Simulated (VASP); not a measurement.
Crystal: NiO.

```xyz
2
Lattice="0.0000 2.0859 2.0859 2.0859 0.0000 2.0859 2.0859 2.0859 0.0000" Properties=species:S:1:pos:R:3 pbc="T T T"
Ni    0.0000    0.0000    0.0000
O     2.0859    2.0859    2.0859
```

Base run:

| Property | Result |
| --- | --- |
| Program | VASP 6.6.1 |
| Functional | PBE |
| Potentials or basis | VASP PAW PBE potentials, release 64 (Ni, O) |
| Cutoff | 520 eV |
| k mesh | 8 × 8 × 8 |
| Occupations | gaussian, width 0.02 eV |
| Spin | collinear spin, ferromagnetic start |
| Starting moments | [2.0, 0.0] μB |

Its results: band gap on the k mesh none (metal or under the smearing width); pressure 1.5 GPa; net moment 1.25 μB per cell; site moments Ni +1.07; O +0.16 μB.

The run is repeated on the same cell with these changes: k mesh from 8 × 8 × 8 to 4 × 4 × 4. What comes out?

Band gap on the k mesh none (metal or under the smearing width); pressure 2.0 GPa; net moment 1.38 μB per cell; site moments Ni +1.16; O +0.18 μB.

Caveats: some runs use coarse meshes; a cell with one magnetic atom can't hold antiferromagnetic order, which such compounds often take; semilocal functionals often make such compounds metallic where correlation or magnetic order opens a gap, which also shifts bond lengths.

Not every run made on this cell is shown here.
